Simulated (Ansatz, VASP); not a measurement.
## Cross-check of Zn5P6O20 (phosphate glass) between VASP and Ansatz

One calculation is typed for both programs; each brings its own data sets. How far apart do they land? Of the first pair: The structure shown is the start of the Ansatz relaxation below; VASP solves that cell, so the two are compared at the walk's first step.

Program: Ansatz 0.2.0. Level of theory: plane waves, with VASP 6.6.1 beside it; single point at PBE. Results are calculated unless marked as measured.

**1. Starting point**

The cell holds 31 atoms: 6 P, 5 Zn and 20 O. Cell: a = 7.298 Å, b = 7.298 Å, c = 7.298 Å, α = 90.0°, β = 90.0°, γ = 90.0°. As first built, before any earlier steps moved the atoms (in the runner's words): kind phosphate glass; units_of_the_quenched_model {'P2O5': 3, 'ZnO': 5}; melt_K 3000; rate_K_ps 100; atoms 31.

**2. Ansatz: relaxation, PBE**

Ansatz runs on its PAW soft_1 files.

The two programs are compared at the cell with which this relaxation starts, whose forces are those of its first step.

input.yaml reads:

```yaml
crystal:
  lattice:
    - [7.2979070228, 0.0, 0.0]
    - [0.0, 7.2979070228, 0.0]
    - [0.0, 0.0, 7.2979070228]
  atoms:
    - { symbol: P, position: [0.332666, 0.497124, 0.895755] }
    - { symbol: P, position: [0.787139, 0.314108, 0.177902] }
    - { symbol: P, position: [0.892295, 0.236835, 0.584956] }
    - { symbol: P, position: [0.990344, 0.97368, 0.086285] }
    - { symbol: P, position: [0.609483, 0.940933, 0.667514] }
    - { symbol: P, position: [0.294641, 0.557642, 0.314422] }
    - { symbol: Zn, position: [0.758033, 0.684001, 0.34615] }
    - { symbol: Zn, position: [0.787264, 0.607461, 0.837637] }
    - { symbol: Zn, position: [0.074826, 0.801154, 0.647687] }
    - { symbol: Zn, position: [0.259422, 0.090607, 0.409467] }
    - { symbol: Zn, position: [0.414274, 0.100364, 0.029916] }
    - { symbol: O, position: [0.453205, 0.96324, 0.535598] }
    - { symbol: O, position: [0.252113, 0.36163, 0.37084] }
    - { symbol: O, position: [0.97461, 0.867922, 0.910345] }
    - { symbol: O, position: [0.724473, 0.12056, 0.644158] }
    - { symbol: O, position: [0.236004, 0.622463, 0.765118] }
    - { symbol: O, position: [0.151004, 0.683231, 0.395789] }
    - { symbol: O, position: [0.901764, 0.401146, 0.705566] }
    - { symbol: O, position: [0.903861, 0.172103, 0.070807] }
    - { symbol: O, position: [0.824894, 0.508973, 0.125877] }
    - { symbol: O, position: [0.28384, 0.557512, 0.097794] }
    - { symbol: O, position: [0.54875, 0.936238, 0.864991] }
    - { symbol: O, position: [0.593679, 0.245966, 0.167163] }
    - { symbol: O, position: [0.867157, 0.895963, 0.233555] }
    - { symbol: O, position: [0.849033, 0.299529, 0.383751] }
    - { symbol: O, position: [0.043231, 0.09493, 0.573153] }
    - { symbol: O, position: [0.492467, 0.607848, 0.35426] }
    - { symbol: O, position: [0.28746, 0.294868, 0.885821] }
    - { symbol: O, position: [0.536743, 0.516333, 0.864023] }
    - { symbol: O, position: [0.742521, 0.785629, 0.619345] }
    - { symbol: O, position: [0.185934, 0.006134, 0.150945] }
  symmetry: { detect: false }
kpoints:
  mp_grid: { grid: [2, 2, 2] }
scf:
  occupations: { method: fermi_dirac, width: 0.05 }
hamiltonian:
  xc: pbe
  pseudopotentials: { kind: paw, azcp: { folder: soft_1 } }
output:
  forces: true
  stress: true
relax:
  f_tol: 0.04
  max_steps: 100
  escape_saddle: false
  cell: { stress_tol: 0.4, fix: [] }
```

Started as:

```
> ansatz run input.yaml --threads 4 --pin off --max-ram 14336MiB --backend cpu --events-out ev --progress --plain --runs-dir out
```

Numbers of over 12 decimals in the logs are rounded to 6 here.

Output:

```text
Engine: ansatz 0.2.0, aarch64-unknown-linux-gnu
Pseudopotentials: kind: paw
Pseudopotential: P, paw, valence charge 5, recommended cutoff 420 eV (normal), soft_1/P.paw.azcp
Pseudopotential: Zn, paw, valence charge 12, recommended cutoff 420 eV (normal), soft_1/Zn.paw.azcp
Pseudopotential: O, paw, valence charge 6, recommended cutoff 420 eV (normal), soft_1/O.paw.azcp
Functional definition: PBE
  parameter kappa = 0.804
  parameter beta = 0.066725
  exchange = pbe_x(kappa = kappa, mu = beta*pi^2/3)
  correlation = pbe_c(beta = beta)
Crystal: 31 atoms, lattice volume = 388.682 Å³
Basis set: ecut = 420 eV, 7521 PW (Γ), exchange–correlation on 100×100×100 points (8 copies of the dense FFT grid, shifted against one another)
Bands: 136, of which v1, the nominal top of the filled ones, is band 105 counted from 1 (104 counted from 0)
Symmetry: 1 space group operations
k-points: 8
Non-local potential: P, projectors of the file, l = 0: 2, l = 1: 2, l = 2: 1
Non-local potential: Zn, projectors of the file, l = 0: 2, l = 1: 2, l = 2: 3, l = 3: 1
Non-local potential: O, projectors of the file, l = 0: 2, l = 1: 2, l = 2: 1
PAW form: soft (Blöchl's): semilocal exchange-correlation on the pseudo side does not see the compensation charge
PAW one-centre angular grid: P, 110 points (default); XC on 64 Gauss nodes
PAW one-centre angular grid: Zn, 590 points (default); XC on 64 Gauss nodes
PAW one-centre angular grid: O, 110 points (default); XC on 64 Gauss nodes
Initial density: superposition of atomic densities (chi_scale 0.1, normalization cell, long waves kept (reshape's long-wave potential 0.56 eV rms))
Initial wavefunctions: pseudopotential atomic-orbital guess
Functional: x = pbe(κ = 0.804, μ = 0.219515), c = pbe(β = 0.066725)
SCF iter   1: F=—  HF=-32502.132568 eV  |F-HF|=—  |Δ(HF+E_count)|=         —  Δρ=1.31e-1  dr2=5.45e1  ethr=3.10e-3  ⟨swp⟩=7.2  Hψ=5478  notcnv=0  defer=56
preconditioner: auto → Resta (q_TF=auto, 2.462 Å⁻¹)  ε∞=3.6  [insulator: Δε(μ)=2.552 eV  Ē_g=16.794 eV  σ=0.050 eV  W_gap=1.00  n_scr=92 (ndim 8)  ℏωp=27.3 eV  f_vac=0.064  D(μ)=0.00/eV (n_scr^D=0)  ε∞_Penn≈3.6]
SCF iter   2: F=—  HF=-32486.655877 eV  |F-HF|=—  |Δ(HF+E_count)|=    1.55e1  Δρ=3.89e-2  dr2=4.36e0  ethr=3.10e-3  ⟨swp⟩=4.0  Hψ=2663  notcnv=0  defer=213
SCF iter   3: F=—  HF=-32485.321036 eV  |F-HF|=—  |Δ(HF+E_count)|=    1.33e0  Δρ=2.07e-2  dr2=1.39e0  ethr=2.08e-3  ⟨swp⟩=2.1  Hψ=1898  notcnv=0  defer=213
SCF iter   4: F=—  HF=-32485.197539 eV  |F-HF|=—  |Δ(HF+E_count)|=   1.23e-1  Δρ=1.04e-2  dr2=2.42e-1  ethr=6.63e-4  ⟨swp⟩=3.4  Hψ=1691  notcnv=0  defer=213
SCF iter   5: F=—  HF=-32485.197364 eV  |F-HF|=—  |Δ(HF+E_count)|=   1.75e-4  Δρ=3.13e-3  dr2=3.03e-2  ethr=1.15e-4  ⟨swp⟩=2.0  Hψ=1886  notcnv=0  defer=213
SCF iter   6: F=—  HF=-32485.207769 eV  |F-HF|=—  |Δ(HF+E_count)|=   1.04e-2  Δρ=1.38e-3  dr2=6.53e-3  ethr=1.44e-5  ⟨swp⟩=2.0  Hψ=1750  notcnv=0  defer=213
SCF iter   7: F=—  HF=-32485.207458 eV  |F-HF|=—  |Δ(HF+E_count)|=   3.11e-4  Δρ=5.41e-4  dr2=8.84e-4  ethr=3.11e-6  ⟨swp⟩=2.4  Hψ=1718  notcnv=0  defer=213
SCF iter   8: F=—  HF=-32485.208114 eV  |F-HF|=—  |Δ(HF+E_count)|=   6.56e-4  Δρ=2.66e-4  dr2=2.09e-4  ethr=4.21e-7  ⟨swp⟩=2.4  Hψ=1537  notcnv=0  defer=213
SCF iter   9: F=—  HF=-32485.208188 eV  |F-HF|=—  |Δ(HF+E_count)|=   7.42e-5  Δρ=1.49e-4  dr2=4.99e-5  ethr=9.97e-8  ⟨swp⟩=2.8  Hψ=1727  notcnv=0  defer=213
SCF iter  10: F=—  HF=-32485.207303 eV  |F-HF|=—  |Δ(HF+E_count)|=   8.86e-4  Δρ=3.74e-5  dr2=4.17e-6  ethr=2.38e-8  ⟨swp⟩=2.9  Hψ=1766  notcnv=0  defer=213
SCF iter  11: F=—  HF=-32485.207306 eV  |F-HF|=—  |Δ(HF+E_count)|=   3.21e-6  Δρ=2.38e-5  dr2=1.44e-6  ethr=1.99e-9  ⟨swp⟩=2.2  Hψ=1721  notcnv=0  defer=213
SCF iter  12: F=-32485.207307 eV  HF=-32485.207306 eV  |F-HF|=8.89e-8  |Δ(HF+E_count)|=   5.44e-7  Δρ=4.98e-6  dr2=9.62e-8  ethr=4.76e-11  ⟨swp⟩=4.5  Hψ=4918  notcnv=0
SCF 1 converged in 12 iterations: F = -32485.207307 eV  dr2 = 9.62e-8
  greatest PAW one-centre occupation: 0.993 electrons in one spin orbital (limit 2), on the Zn atom at site 8 (counted from 0), in its partial waves of l = 2
relax step   1: F+E_penalty+E_count = -32485.20730656 eV  Δ(F+E_penalty+E_count) = +0.000e0 eV  max|allowed force component| = 2.128e0 eV/Å  Δτ_max = 0.0000 Å  P = +3.260 GPa  Ω = 388.682 Å³  (12 SCF iters, dr2 threshold 1.00e-7 eV, accepted)
[...]
relax step  47: F+E_penalty+E_count = -32488.73449912 eV  Δ(F+E_penalty+E_count) = -6.437e-3 eV  max|allowed force component| = 3.174e-2 eV/Å  Δτ_max = 0.0327 Å  P = -0.002 GPa  Ω = 419.017 Å³  energy of the carried Pulay correction = -1.778e-2 eV  (9 SCF iters, accepted)
[...]
relax step  48: F+E_penalty+E_count = -32488.75512625 eV  Δ(F+E_penalty+E_count) = -2.063e-2 eV  max|allowed force component| = 3.185e-2 eV/Å  Δτ_max = 0.0000 Å  P = +0.023 GPa  Ω = 419.017 Å³  stress off target by 1.07e-1 GPa  SCF on the basis re-selected at this cell (its energy is not comparable with the rows above)  (5 SCF iters)
basis re-selected at this cell: Δ(F+E_penalty+E_count) = -2.063e-2 eV, ΔP = +0.025 GPa vs the last step (what re-selecting the basis moved, of the pressure what is left beyond the Pulay correction that the steps carried, after the strain that the cell walked since its last selection, with what the two solves' SCF thresholds leave and, on support functions, any second-order correction that the steps lacked; it is no m [...]
SCF converged after 5 iterations
Free energy (F): -32488.755126 eV
Harris-Foulkes:  -32488.755126 eV  (|F-HF|=1.84e-8)
Internal energy: -32488.755126 eV  (E = F + TS)
E sigma→0 (E₀):  -32488.755126 eV
Fermi energy:    5.049375 eV
--- Per-component energies (eV) ---
  E_band       = -742.336158
  E_kinetic    = 4592.492759
  E_local      = -21584.755473  (includes V_loc(G=0)·N_el)
  E_nonlocal   = 5357.564163
  E_hartree    = 8197.819890
  E_xc         = -2265.080169
  E_vxc        = -2452.639407  (∫ρ·V_xc dr)
  E_paw        = -16116.801757  (= ΣΔE_a)
  E_vpaw       = -3050.654276  (= ΣTr[D̂ρ^β])
  E_aug_tail   = 0.014384  (compensation charges beyond the density's cutoff)
  E_ewald      = -10670.008924
  E_smearing   = -0.000000  (= −TS)
  E_closure    = -0.000000  (closes the sum)
  Σ components = -32488.755126   (vs F -32488.755126, Δ=0.00e0)
--- Forces (eV/Å), atoms counted from 1 ---
  atom   1  P     -0.00040972    -0.02049318     0.02034176
  atom   2  P     -0.01967439    -0.00839249     0.02567953
  atom   3  P     -0.02747409     0.01092094    -0.00010913
  atom   4  P      0.01094060     0.01530739    -0.00162630
  atom   5  P      0.01081988     0.01644338    -0.01389923
  atom   6  P      0.01391400    -0.02419137     0.02617123
  atom   7  Zn    -0.00066021     0.00804832    -0.00609729
  atom   8  Zn    -0.00012582     0.00292552     0.00270154
  atom   9  Zn     0.00604238     0.01487855    -0.00285652
  atom  10  Zn    -0.01396165    -0.02316457     0.01634658
  atom  11  Zn     0.01447366     0.01180525     0.00456471
  atom  12  O      0.01206013    -0.00300891    -0.01882609
  atom  13  O     -0.00806218     0.00703748    -0.01793629
  atom  14  O     -0.01697760    -0.00417673    -0.01373760
  atom  15  O     -0.01937404    -0.02390750     0.00866899
  atom  16  O     -0.00206203     0.00022808     0.02767108
  atom  17  O     -0.00118865    -0.00993730    -0.00845685
  atom  18  O      0.00517646    -0.01491552     0.01410117
  atom  19  O      0.01122515    -0.01628802    -0.00590204
  atom  20  O      0.01686549    -0.00107095    -0.01898522
  atom  21  O     -0.01596725     0.01676794    -0.03184403
  atom  22  O     -0.00340682    -0.01712703     0.00675667
  atom  23  O      0.01161322     0.00106661    -0.01441283
  atom  24  O     -0.01290470    -0.00323080    -0.00398362
  atom  25  O      0.01631038     0.00145933     0.00427312
  atom  26  O      0.01161535     0.00835269     0.00050257
  atom  27  O      0.01345781     0.01396966    -0.01333645
  atom  28  O     -0.01501066    -0.01380045     0.00270949
  atom  29  O      0.01454369     0.02801978    -0.00885946
  atom  30  O     -0.00771052     0.00677324     0.02115225
  atom  31  O     -0.00410668     0.01971602    -0.00073743
  max |Σ_I F_I| component: 3.43e-5 eV/Å
--- Stress (GPa, compression-positive) ---
        0.074428      -0.021198       0.048330
       -0.021198      -0.017477      -0.019289
        0.048328      -0.019290       0.011083
  P = ⅓ Tr σ = 0.0227 GPa (0.227 kbar)
--- Relaxed structure (46 steps of the walk, 42 accepted, 2 SCFs on fresh bases) ---
  F+E_penalty+E_count = -32488.75512625 eV   max|allowed force component| = 3.185e-2 eV/Å   (the final SCF, on the basis selected at the relaxed cell)
  cell:  # Å, volume = 419.0173 Å³
    - [7.440704, -0.297096, 0.326466]
    - [-0.297096, 7.675718, -0.266756]
    - [0.326466, -0.266756, 7.370747]
  atoms:
    - { symbol: P, position: [0.382122, 0.513599, 0.929284] }
    - { symbol: P, position: [0.790787, 0.224452, 0.181050] }
    - { symbol: P, position: [0.853503, 0.275357, 0.572060] }
    - { symbol: P, position: [0.988276, 0.913244, 0.033696] }
    - { symbol: P, position: [0.566262, 0.994652, 0.683752] }
    - { symbol: P, position: [0.314997, 0.543410, 0.342144] }
    - { symbol: Zn, position: [0.713981, 0.610856, 0.183758] }
    - { symbol: Zn, position: [0.751199, 0.676001, 0.727993] }
    - { symbol: Zn, position: [0.199854, 0.791356, 0.669176] }
    - { symbol: Zn, position: [0.263893, 0.248815, 0.625948] }
    - { symbol: Zn, position: [0.397913, 0.119781, 0.057093] }
    - { symbol: O, position: [0.371331, 1.006375, 0.618628] }
    - { symbol: O, position: [0.271536, 0.352354, 0.392222] }
    - { symbol: O, position: [0.972826, 0.824537, 0.835122] }
    - { symbol: O, position: [0.658114, 0.188210, 0.638680] }
    - { symbol: O, position: [0.292948, 0.600663, 0.788064] }
    - { symbol: O, position: [0.183885, 0.671785, 0.432614] }
    - { symbol: O, position: [0.832777, 0.469699, 0.580671] }
    - { symbol: O, position: [0.890983, 0.095705, 0.034739] }
    - { symbol: O, position: [0.846006, 0.404854, 0.119184] }
    - { symbol: O, position: [0.279014, 0.545115, 0.125347] }
    - { symbol: O, position: [0.554873, 0.976794, 0.887363] }
    - { symbol: O, position: [0.590798, 0.174764, 0.218410] }
    - { symbol: O, position: [0.884426, 0.807010, 0.177602] }
    - { symbol: O, position: [0.885254, 0.197530, 0.364372] }
    - { symbol: O, position: [-0.00100876, 0.207711, 0.671185] }
    - { symbol: O, position: [0.513255, 0.601663, 0.359085] }
    - { symbol: O, position: [0.358661, 0.311542, 0.881999] }
    - { symbol: O, position: [0.584306, 0.580654, 0.937889] }
    - { symbol: O, position: [0.676367, 0.855021, 0.581413] }
    - { symbol: O, position: [0.183990, -0.037381, 0.066047] }
```

In the SCF lines HF is the Harris–Foulkes energy and dr2 the Hartree energy of the density residual, in eV; the loop may stop once dr2 is under the threshold and the program's other checks hold. Hψ counts applications of the Hamiltonian.

**3. VASP: single point, PBE, start cell, pair 1**

The same cell, functional, mesh and smearing now go to VASP, with its own data sets.

Lines of VASP's logs that name or quote its potential files are left out, and so is its time.

INCAR reads:

```
SYSTEM = Zn5P6O20
PREC = Accurate
ENCUT = 520
EDIFF = 1E-06
NELM = 120
ISMEAR = -1
SIGMA = 0.05
LREAL = Auto
ALGO = Normal
GGA = PE
NBANDS = 128
LORBIT = 11
LWAVE = .FALSE.
LCHARG = .FALSE.
ISIF = 2
LASPH = .TRUE.
GGA_COMPAT = .FALSE.
EFERMI = MIDGAP
KPAR = 4
```

POSCAR reads:

```
Zn5P6O20
1.0
    7.2979070000      0.0000000000      0.0000000000
    0.0000000000      7.2979070000      0.0000000000
    0.0000000000      0.0000000000      7.2979070000
P Zn O
6 5 20
Direct
    0.3326660644      0.4971240384      0.8957550432
    0.7871389701      0.3141080038      0.1779019656
    0.8922950101      0.2368350268      0.5849560703
    0.9903439438      0.9736799880      0.0862850129
    0.6094829655      0.9409330648      0.6675139872
    0.2946410526      0.5576419376      0.3144220665
    0.7580329538      0.6840010430      0.3461500674
    0.7872639375      0.6074610159      0.8376370102
    0.0748259741      0.8011539473      0.6476870697
    0.2594220507      0.0906069370      0.4094669883
    0.4142739829      0.1003639811      0.0299159745
    0.4532050080      0.9632400084      0.5355979461
    0.2521129688      0.3616299851      0.3708400230
    0.9746099806      0.8679219946      0.9103449797
    0.7244730578      0.1205600455      0.6441579757
    0.2360039666      0.6224629884      0.7651179989
    0.1510039796      0.6832309592      0.3957889570
    0.9017640263      0.4011459724      0.7055659931
    0.9038610659      0.1721030427      0.0708070136
    0.8248940415      0.5089730521      0.1258770494
    0.2838400106      0.5575120374      0.0977940662
    0.5487499361      0.9362380200      0.8649910173
    0.5936789822      0.2459660009      0.1671629962
    0.8671569808      0.8959630480      0.2335550453
    0.8490330173      0.2995290294      0.3837509850
    0.0432310250      0.0949299573      0.5731529602
    0.4924669498      0.6078479761      0.3542600639
    0.2874599526      0.2948679669      0.8858209621
    0.5367430689      0.5163329705      0.8640230685
    0.7425209721      0.7856289481      0.6193449711
    0.1859339945      0.0061339505      0.1509450586
```

KPOINTS reads:

```
Automatic mesh
0
Gamma
2 2 2
0 0 0
```

Potentials, in the order of the species: P, Zn and O (PBE family, release 64).

Started as:

```
> mpirun -np 4 vasp_std
```

Output:

```text
[banner, memory and clock lines left out]
running    4 mpi-ranks, on    1 nodes
[...]
LDA part: xc-table for (Slater+PW92), standard interpolation
 POSCAR, INCAR and KPOINTS ok, starting setup
[...]
entering main loop
       N       E                     dE             d eps       ncg     rms          rms(c)
DAV:   1     0.282805735925E+04    0.28281E+04   -0.96478E+04  2048   0.186E+03
DAV:   2     0.257863202984E+03   -0.25702E+04   -0.24385E+04  2280   0.512E+02
DAV:   3    -0.198400436163E+03   -0.45626E+03   -0.44785E+03  2192   0.224E+02
DAV:   4    -0.225910433999E+03   -0.27510E+02   -0.27219E+02  2400   0.615E+01
[...]
DAV:  16    -0.194239605926E+03   -0.14682E-05   -0.10267E-04  2552   0.529E-02    0.166E-02
DAV:  17    -0.194239606269E+03   -0.34303E-06   -0.41259E-05  2744   0.272E-02    0.829E-03
DAV:  18    -0.194239606702E+03   -0.43348E-06   -0.26575E-06  1672   0.175E-02
   1 F= -.19423961E+03 E0= -.19423961E+03  d E =-.933530E-09
```

From OUTCAR (step 3):

```text
  Total        5.9004302      6.2603618      7.7653917      1.4506839     -4.2104451      1.7854397
  in kB       24.3220000     25.8056642     32.0095064      5.9798241    -17.3557593      7.3597118
  external PRESSURE =      27.3790569 kB  Pullay stress =       0.0000000 kB

 POSITION                                       TOTAL-FORCE (eV/Angst)
 -----------------------------------------------------------------------------------
      2.42777      3.62796      6.53714         1.529042     -0.406278     -0.238305
      5.74447      2.29233      1.29831        -2.031593     -1.777456      0.157049
      6.51189      1.72840      4.26896        -0.416795     -0.113646      0.267232
      7.22744      7.10583      0.62970        -1.264512     -0.975024      1.253439
      4.44795      6.86684      4.87145        -2.127566      1.235661      0.612961
      2.15026      4.06962      2.29462         1.662637     -1.791982      0.408953
      5.53205      4.99178      2.52617        -1.159653      0.127967     -0.568160
      5.74538      4.43319      6.11300        -1.100189     -0.511984      0.886682
      0.54607      5.84675      4.72676         0.957463     -0.336377     -0.041161
      1.89324      0.66124      2.98825         0.526787      1.250818     -0.050324
      3.02333      0.73245      0.21832         0.040345      0.821394     -1.096938
      3.30745      7.02964      3.90874        -0.558344     -0.257584     -0.783926
      1.83990      2.63914      2.70636        -0.303359     -1.236024      0.287113
      7.11261      6.33401      6.64361        -0.070425     -0.342104     -1.252530
[...]
-----------------------------------------------------------------------------------
    total drift:                               -0.015273      0.001487      0.001548

  FREE ENERGIE OF THE ION-ELECTRON SYSTEM (eV)
  ---------------------------------------------------
  free  energy   TOTEN  =      -194.2396067023 eV

  energy  without entropy=     -194.2396067014  energy(sigma->0) =     -194.23960670

[... 3 further parts left out ...]
[key lines of the parts left out:]
E-fermi :   2.8231
```

The run ends at a pressure of 2.74 GPa, with forces up to 2.7 eV/Å.

**4. Side by side**

Known differences besides the potentials themselves: the cutoff is 420 eV in Ansatz and 520 eV in VASP (PREC = Accurate, projectors in real space). Total energies have different zeros and are not compared.

Forces on 10 of the 31 atoms, those with the largest forces and the largest differences (eV/Å; atoms numbered as in POSCAR):

```tsv
atom	Ansatz x, y, z	VASP x, y, z
P2	-2.071, -1.782, 0.125	-2.032, -1.777, 0.157
P4	-1.251, -1.000, 1.262	-1.265, -0.975, 1.253
P5	-2.128, 1.175, 0.638	-2.128, 1.236, 0.613
P6	1.677, -1.791, 0.437	1.663, -1.792, 0.409
O12	-0.682, -0.231, -0.874	-0.558, -0.258, -0.784
O16	-1.446, 0.855, -0.649	-1.369, 0.742, -0.529
O17	-1.343, 1.608, 0.567	-1.264, 1.539, 0.507
O19	1.041, 1.358, -1.758	1.019, 1.319, -1.661
O29	1.629, 0.461, 0.052	1.484, 0.443, 0.083
O30	1.483, -1.693, -0.617	1.423, -1.587, -0.596
```

The forces differ by 60 meV/Å r.m.s., which is 6.6 % of the r.m.s. force of 0.909 eV/Å (both taken over all components).

(Continued in part 2 of 2.)

[Lines on the potential files, build, host, timing and source positions are cut from VASP's logs without a mark.]

[Logs are printed without paths, hosts, clocks, repeated set-up lines and the standing remarks that a program may print on its own settings, such as how far it seeks lower states.]

[Hosts, paths, dates, database ids (printed as entryN), source tags and the programs' standing remarks are cut or masked in the printed files.]
